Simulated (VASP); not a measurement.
MgS (rock salt), at 1.04 of the tabulated volume:

```
MgS
1.0
    0.00000     2.63421     2.63421
    2.63421     0.00000     2.63421
    2.63421     2.63421     0.00000
Mg S
1 1
Direct
  0.00000   0.00000   0.00000
  0.50000   0.50000   0.50000
```

The lowest empty band near X, direction along the valley's axis, from PBE with spin-orbit coupling in VASP (PAW); its two spin partners are averaged. The gap over the points computed is 2.66 eV, and the next band on that side lies 1.81 eV away at the edge.

Settings: 400 eV cut-off, 10×10×10 Γ-centred mesh, Gaussian smearing of 0.050 eV, potentials Mg S.

```csv
distance from the edge in k (1/Å),distance in energy (meV)
0.025,4.5
0.035,8.9
0.050,18.2
0.070,35.8
```

Q: Fit E(1 + αE) = ħ²k²/2m* (ħ²/2m0 = 3.810 eV Å²) and predict the row at 0.095 1/Å.

A: The rows don't resolve α, so a parabola serves: the electron mass is m* = 0.522 m0, and so 65.9 meV. The run gave 65.9 meV, +0.0 meV from the fit.

Left out are points under 3 meV from the edge, since the levels carry 0.1 meV, and points farther than half the way to the next band.

The compound is MgS in the rock salt structure. The cell was not relaxed at this level.
